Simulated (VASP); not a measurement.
These are PBEsol GGA, VASP's PBE PAW potentials (set 64) (plane waves; VASP) values and carry that method's errors.

Input for VASP

### POSCAR
```
PtAl2
1
    0.0000000000     2.8881990238     2.8881990238
    2.9471418610    -0.0589428372     2.9471418610
    2.9471418610     2.9471418610    -0.0589428372
Al Pt
2 1
Direct
  0.2500000000   0.2500000000   0.2500000000
  0.7500000000   0.7500000000   0.7500000000
  0.0000000000   0.0000000000   0.0000000000
```

File KPOINTS:
```
Regular mesh
0
G
  8 8 8
0 0 0
```

### INCAR
```
SYSTEM=PtAl2
NELM=100   ! most electronic steps
ENCUT=480   ! plane-wave cut-off (eV)
EDIFF=1E-7   ! SCF stop (eV)
PREC=Accurate
LWAVE=F
ALGO=Normal   ! blocked Davidson
LCHARG=F
ISMEAR=1   ! Methfessel-Paxton
LASPH=T   ! aspherical one-centre terms
LREAL=F   ! projection in real space or not
LMAXMIX=6
GGA=PS   ! PBEsol
SIGMA=0.1
ISIF=2
```

POTCAR, in this order: Al Pt (PBE.64 set). Program: vasp_std.

Unless said otherwise, spin-orbit coupling is left out, though it shifts the bands of the heavy elements here.

Predict the energy per atom (σ→0), largest force, band gap (on the k-mesh).

| Quantity | Value |
|---|---|
| energy per atom (σ→0) | -5.909 eV/atom |
| band gap (on the k-mesh) | none (metal, semimetal or under 0.01 eV) |
| largest force | 0.336 eV/Å |

OSZICAR:
```
...
DAV:   8    -0.177279703047E+02    0.37643E-01   -0.34637E-02  2688   0.175E+00    0.265E-01
DAV:   9    -0.177276803374E+02    0.28997E-03   -0.21097E-03  2676   0.444E-01    0.169E-01
DAV:  10    -0.177277214577E+02   -0.41120E-04   -0.26388E-04  2684   0.148E-01    0.209E-02
DAV:  11    -0.177277164801E+02    0.49776E-05   -0.22070E-05  2728   0.495E-02    0.878E-03
DAV:  12    -0.177277165758E+02   -0.95750E-07   -0.16081E-06  2620   0.968E-03    0.220E-03
DAV:  13    -0.177277164541E+02    0.12179E-06   -0.65702E-07  2648   0.795E-03    0.155E-03
DAV:  14    -0.177277164166E+02    0.37443E-07   -0.42686E-08  1444   0.233E-03
   1 F= -.17727716E+02 E0= -.17727523E+02  d E =-.580432E-03
```

The compound is PtAl2 in the fluorite structure. This cell was strained or had an atom moved on purpose.
